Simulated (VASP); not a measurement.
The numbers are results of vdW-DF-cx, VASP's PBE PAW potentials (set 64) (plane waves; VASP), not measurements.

A VASP calculation is set up with these files.

### INCAR
```
AGGAC = 0.0
ALGO = Normal
EDIFF = 1E-6
EDIFFG = -0.01
ENCUT = 520
GGA = CX
IBRION = 2
ISIF = 3
ISMEAR = 1
LASPH = .TRUE.
LCHARG = .FALSE.
LMAXMIX = 4
LREAL = .FALSE.
LUSE_VDW = .TRUE.
LWAVE = .FALSE.
NELM = 100
NSW = 60
PREC = Accurate
SIGMA = 0.1
SYSTEM = Tl
```

### KPOINTS
```
Automatic mesh
0
Gamma
11 11 6
0 0 0
```

**POSCAR**
```
Tl
1.0
  1.7300000000  -2.9964480000   0.0000000000
  1.7300000000   2.9964480000   0.0000000000
  0.0000000000   0.0000000000   5.5200000000
Tl
2
Cartesian
  1.7300000000   0.9988179976   1.3800000000
  1.7300000000  -0.9988179976   4.1400000000
```

POTCAR, in this order: Tl_d (PBE.64 set). Program: vasp_std.

The run wrote:

File OSZICAR:
```
       N       E                     dE             d eps       ncg     rms          rms(c)
DAV:   1     0.133501533399E+03    0.13350E+03   -0.14424E+04  2192   0.144E+03
DAV:   2     0.356973883660E+01   -0.12993E+03   -0.12835E+03  2317   0.296E+02
DAV:   3     0.141619076991E+01   -0.21535E+01   -0.21108E+01  2649   0.337E+01
DAV:   4     0.140368317345E+01   -0.12508E-01   -0.12505E-01  2415   0.260E+00
DAV:   5     0.140355018970E+01   -0.13298E-03   -0.13298E-03  2510   0.276E-01    0.298E+00
DAV:   6     0.145992415332E+01    0.56374E-01   -0.11066E-01  2307   0.283E+00    0.208E+00
DAV:   7     0.146978600616E+01    0.98619E-02   -0.42613E-02  2286   0.174E+00    0.787E-01
DAV:   8     0.147055794140E+01    0.77194E-03   -0.27122E-03  2266   0.445E-01    0.430E-02
DAV:   9     0.147055440428E+01   -0.35371E-05   -0.15114E-05  2681   0.364E-02    0.103E-02
DAV:  10     0.147055065491E+01   -0.37494E-05   -0.43283E-06  1748   0.188E-02    0.130E-03
DAV:  11     0.147055055654E+01   -0.98363E-07   -0.34321E-07  1185   0.549E-03
   1 F= 0.14705506E+01 E0= 0.14709821E+01  d E =0.147055E+01
       N       E                     dE             d eps       ncg     rms          rms(c)
DAV:   1     0.146464652122E+01   -0.59041E-02   -0.13535E-01  2200   0.316E+00    0.410E-01
DAV:   2     0.146926209046E+01    0.46156E-02   -0.90777E-03  2256   0.840E-01    0.153E-01
DAV:   3     0.147013276511E+01    0.87067E-03   -0.21153E-03  2293   0.414E-01    0.101E-01
DAV:   4     0.147021094196E+01    0.78177E-04   -0.19732E-04  2297   0.121E-01    0.812E-03
DAV:   5     0.147021206345E+01    0.11215E-05   -0.29047E-05  2324   0.468E-02    0.782E-03
DAV:   6     0.147021244087E+01    0.37741E-06   -0.10229E-06  1200   0.891E-03
   2 F= 0.14702124E+01 E0= 0.14705691E+01  d E =-.338116E-03
       N       E                     dE             d eps       ncg     rms          rms(c)
DAV:   1     0.146935473489E+01   -0.85733E-03   -0.19608E-02  2198   0.120E+00    0.155E-01
DAV:   2     0.147001967693E+01    0.66494E-03   -0.13167E-03  2250   0.320E-01    0.580E-02
DAV:   3     0.147014510370E+01    0.12543E-03   -0.30525E-04  2289   0.157E-01    0.382E-02
DAV:   4     0.147015718585E+01    0.12082E-04   -0.28732E-05  2299   0.462E-02    0.307E-03
DAV:   5     0.147015733270E+01    0.14685E-06   -0.41145E-06  2100   0.176E-02
   3 F= 0.14701573E+01 E0= 0.14704838E+01  d E =-.393224E-03
       N       E                     dE             d eps       ncg     rms          rms(c)
DAV:   1     0.146697065893E+01   -0.31865E-02   -0.78132E-02  2196   0.240E+00    0.311E-01
DAV:   2     0.146962473593E+01    0.26541E-02   -0.52388E-03  2248   0.637E-01    0.116E-01
DAV:   3     0.147012454800E+01    0.49981E-03   -0.12161E-03  2285   0.313E-01    0.765E-02
DAV:   4     0.147017021599E+01    0.45668E-04   -0.11405E-04  2289   0.921E-02    0.613E-03
DAV:   5     0.147017084886E+01    0.63287E-06   -0.16582E-05  2302   0.353E-02    0.592E-03
DAV:   6     0.147017106977E+01    0.22090E-06   -0.55523E-07  1107   0.654E-03
   4 F= 0.14701711E+01 E0= 0.14704350E+01  d E =-.379487E-03
       N       E                     dE             d eps       ncg     rms          rms(c)
DAV:   1     0.146847834761E+01   -0.16925E-02   -0.40357E-02  2196   0.172E+00    0.224E-01
DAV:   2     0.146986604685E+01    0.13877E-02   -0.27558E-03  2247   0.463E-01    0.834E-02
DAV:   3     0.147012432618E+01    0.25828E-03   -0.63354E-04  2284   0.227E-01    0.545E-02
DAV:   4     0.147014421462E+01    0.19888E-04   -0.59995E-05  2279   0.669E-02    0.439E-03
DAV:   5     0.147014464013E+01    0.42552E-06   -0.82248E-06  2251   0.248E-02
   5 F= 0.14701446E+01 E0= 0.14704536E+01  d E =-.405916E-03
       N       E                     dE             d eps       ncg     rms          rms(c)
DAV:   1     0.146972621800E+01   -0.41800E-03   -0.10065E-02  2196   0.860E-01    0.113E-01
DAV:   2     0.147007457048E+01    0.34835E-03   -0.69089E-04  2247   0.232E-01    0.420E-02
DAV:   3     0.147014032762E+01    0.65757E-04   -0.15969E-04  2285   0.114E-01    0.274E-02
DAV:   4     0.147014698318E+01    0.66556E-05   -0.14958E-05  2278   0.334E-02    0.220E-03
DAV:   5     0.147014705960E+01    0.76425E-07   -0.20294E-06  1227   0.126E-02
   6 F= 0.14701471E+01 E0= 0.14704338E+01  d E =-.403497E-03
       N       E                     dE             d eps       ncg     rms          rms(c)
DAV:   1     0.147004091004E+01   -0.10607E-03   -0.24503E-03  2196   0.424E-01    0.558E-02
DAV:   2     0.147012649974E+01    0.85590E-04   -0.16881E-04  2238   0.115E-01    0.207E-02
DAV:   3     0.147014231247E+01    0.15813E-04   -0.38834E-05  2292   0.561E-02    0.134E-02
DAV:   4     0.147014317216E+01    0.85968E-06   -0.36263E-06  2077   0.165E-02
   7 F= 0.14701432E+01 E0= 0.14704409E+01  d E =-.407384E-03
       N       E                     dE             d eps       ncg     rms          rms(c)
DAV:   1     0.146652174257E+01   -0.36206E-02   -0.13164E-01  2257   0.287E+00    0.267E-01
DAV:   2     0.146891317201E+01    0.23914E-02   -0.23407E-03  2238   0.476E-01    0.145E-01
DAV:   3     0.146990820994E+01    0.99504E-03   -0.16462E-03  2285   0.389E-01    0.510E-02
DAV:   4     0.146992367166E+01    0.15462E-04   -0.15596E-04  2304   0.104E-01    0.855E-03
DAV:   5     0.146992452538E+01    0.85372E-06   -0.93827E-06  2335   0.283E-02
   8 F= 0.14699245E+01 E0= 0.14700863E+01  d E =-.218647E-03
       N       E                     dE             d eps       ncg     rms          rms(c)
DAV:   1     0.146974305247E+01   -0.18062E-03   -0.61354E-03  2248   0.619E-01    0.567E-02
DAV:   2     0.146985130432E+01    0.10825E-03   -0.10677E-04  2241   0.102E-01    0.309E-02
DAV:   3     0.146989616827E+01    0.44864E-04   -0.74487E-05  2277   0.829E-02    0.110E-02
DAV:   4     0.146989666929E+01    0.50102E-06   -0.72075E-06  2299   0.224E-02
   9 F= 0.14698967E+01 E0= 0.14700259E+01  d E =-.246503E-03
       N       E                     dE             d eps       ncg     rms          rms(c)
DAV:   1     0.146924790760E+01   -0.64826E-03   -0.24188E-02  2249   0.123E+00    0.114E-01
DAV:   2     0.146968298954E+01    0.43508E-03   -0.42824E-04  2241   0.205E-01    0.620E-02
DAV:   3     0.146986314503E+01    0.18016E-03   -0.29890E-04  2285   0.166E-01    0.222E-02
DAV:   4     0.146986582368E+01    0.26787E-05   -0.28848E-05  2305   0.449E-02    0.368E-03
DAV:   5     0.146986602335E+01    0.19967E-06   -0.17131E-06  1311   0.124E-02
  10 F= 0.14698660E+01 E0= 0.14699313E+01  d E =-.277149E-03
       N       E                     dE             d eps       ncg     rms          rms(c)
DAV:   1     0.146782235359E+01   -0.20435E-02   -0.40570E-02  2188   0.180E+00    0.253E-01
DAV:   2     0.146956962056E+01    0.17473E-02   -0.37525E-03  2213   0.531E-01    0.848E-02
DAV:   3     0.146982055679E+01    0.25094E-03   -0.79096E-04  2234   0.249E-01    0.611E-02
DAV:   4     0.146983153730E+01    0.10981E-04   -0.49789E-05  2245   0.531E-02    0.633E-03
DAV:   5     0.146983283433E+01    0.12970E-05   -0.10342E-05  2230   0.281E-02    0.474E-03
DAV:   6     0.146983279915E+01   -0.35174E-07   -0.25388E-07  1091   0.425E-03
  11 F= 0.14698328E+01 E0= 0.14699240E+01  d E =-.332242E-04
```

OUTCAR:
```
------------------------ aborting loop because EDIFF is reached ----------------------------------------
  FORCE on cell =-STRESS in cart. coord.  units (eV):
  Direction    XX          YY          ZZ          XY          YZ          ZX
  --------------------------------------------------------------------------------------
  Total       -0.0009090     -0.0009090      0.0165286      0.0000000     -0.0000000      0.0000000
  in kB       -0.0254006     -0.0254006      0.4618668      0.0000000     -0.0000000      0.0000000
  external PRESSURE =       0.1370219 kB  Pullay stress =       0.0000000 kB
  volume of cell :       57.34
      direct lattice vectors                 reciprocal lattice vectors
     1.724165125 -2.986341699 -0.000000000     0.289995426 -0.167428932 -0.000000000
     1.724165125  2.986341699 -0.000000000     0.289995426  0.167428932 -0.000000000
     0.000000000  0.000000000  5.567786202     0.000000000  0.000000000  0.179604598
 POSITION                                       TOTAL-FORCE (eV/Angst)
 -----------------------------------------------------------------------------------
      1.72417      0.99545      1.39195         0.000000      0.000000     -0.000000
      1.72417     -0.99545      4.17584        -0.000000     -0.000000      0.000000
 -----------------------------------------------------------------------------------
    total drift:                               -0.000011      0.000456      0.000010
  FREE ENERGIE OF THE ION-ELECTRON SYSTEM (eV)
  ---------------------------------------------------
  free  energy   TOTEN  =         1.4698327992 eV

  energy  without entropy=        1.4701063705  energy(sigma->0) =        1.46992399

 reached required accuracy - stopping structural energy minimisation
```
(Selected blocks of OUTCAR.)

**CONTCAR**
```
Tl
   1.00000000000000
     1.7241651251716958   -2.9863416993008736   -0.0000000000000000
     1.7241651251716958    2.9863416993008736   -0.0000000000000000
     0.0000000000000000    0.0000000000000000    5.5677862019625497
  Tl
     2
Direct
     0.3333330000000032    0.6666669999999968    0.2500000000000000
     0.6666669999999968    0.3333330000000032    0.7500000000000000
```

The compound is Tl in the hcp structure. This run relaxes it. Symmetry was kept, so distortions that lower it aren't found.
